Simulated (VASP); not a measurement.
The input files of a VASP run:

### POSCAR
```
Ba
1
   -2.5100000000     2.5100000000     2.5100000000
    2.5100000000    -2.5100000000     2.5100000000
    2.5100000000     2.5100000000    -2.5100000000
Ba
1
Direct
  0.0000000000   0.0000000000   0.0000000000
```

File KPOINTS:
```
Automatic mesh
0
Gamma
9 9 9
0 0 0
```

INCAR:
```
# general
SYSTEM   =  Ba
PREC     =  Accurate
ENCUT    =  480
LREAL    =  .FALSE.
LASPH    =  .TRUE.

# electronic loop
EDIFF    =  1E-6
NELM     =  100
ALGO     =  Normal
LMAXMIX  =  4

# smearing
ISMEAR   =  1
SIGMA    =  0.1

# functional
GGA      =  PS

# ions
IBRION   =  2
NSW      =  60
ISIF     =  3
EDIFFG   =  -0.01

# output
LWAVE    =  .FALSE.
LCHARG   =  .FALSE.
```

POTCAR, in this order: Ba_sv (PBE.64 set). Program: vasp_std.

### Question
Translate this PBEsol calculation to Ansatz.

### Answer
One equivalent input (not run):
Ansatz 0.2 input:
```yaml
crystal:
  lattice:
    - [-2.5100000, 2.5100000, 2.5100000]
    - [2.5100000, -2.5100000, 2.5100000]
    - [2.5100000, 2.5100000, -2.5100000]
  atoms:
    - { symbol: Ba, position: [0.0000000, 0.0000000, 0.0000000] }
kpoints:
  mp_grid: { grid: [9, 9, 9] }
hamiltonian:
  xc: pbesol
  pseudopotentials: { kind: paw }
scf:
  occupations: { method: methfessel_paxton, width: 0.1 }
  max_iter: 100
relax:
  max_steps: 60
  f_tol: 0.01
  cell: {}
output: { forces: true, stress: true, eigenvalues: true }
```
The two are equivalent in intent, not identical: each code has its own PAW files, so the cut-off isn't converted (ENCUT is set for VASP's; basis.ecutwfc is left out, and Ansatz then takes the one that its files recommend); Ansatz stops its SCF on the density residual and VASP on the energy change (EDIFF).

The compound is Ba in the bcc structure. This run relaxes it. Symmetry was kept, so distortions that lower it aren't found.
